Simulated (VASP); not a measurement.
Elastic constants (GPa) of a crystal from PBE GGA, VASP's PBE PAW potentials (set 64) (VASP):

```tsv
	xx	yy	zz	yz	xz	xy
xx	163.7	59.4	59.4	0.0	0.0	0.0
yy	59.4	163.7	59.4	0.0	0.0	0.0
zz	59.4	59.4	163.7	0.0	0.0	0.0
yz	0.0	0.0	0.0	17.5	0.0	0.0
xz	0.0	0.0	0.0	0.0	17.5	0.0
xy	0.0	0.0	0.0	0.0	0.0	17.5
```

**Question.** Work out the Voigt, Reuss and Hill moduli, Young's modulus and Poisson's ratio.

**Answer.** All eigenvalues are positive (smallest 17.5 GPa), so the crystal is stable. K_V = (C11+C22+C33+2(C12+C13+C23))/9 = (491.1 + 2×178.2)/9 = 94.2 GPa; G_V = (491.1 − 178.2 + 3×52.5)/15 = 31.4 GPa. From the compliances, K_R = 94.2 GPa and G_R = 23.8 GPa. Hill: K = 94.2 GPa, G = 27.6 GPa, E = 9KG/(3K+G) = 75.4 GPa, ν = (3K−2G)/(2(3K+G)) = 0.367. K/G = 3.41, above Pugh's 1.75; universal anisotropy A^U = 1.58.

**Question.** With a density of 6.03 g/cm³, what are the mean sound speeds?

**Answer.** v_l = √((K+4G/3)/ρ) = 4.66 km/s and v_t = √(G/ρ) = 2.14 km/s. The crystal is CdF2 (fluorite), cubic.

The compound is CdF2 in the fluorite structure. It was relaxed first, which changed the volume by +6 %.
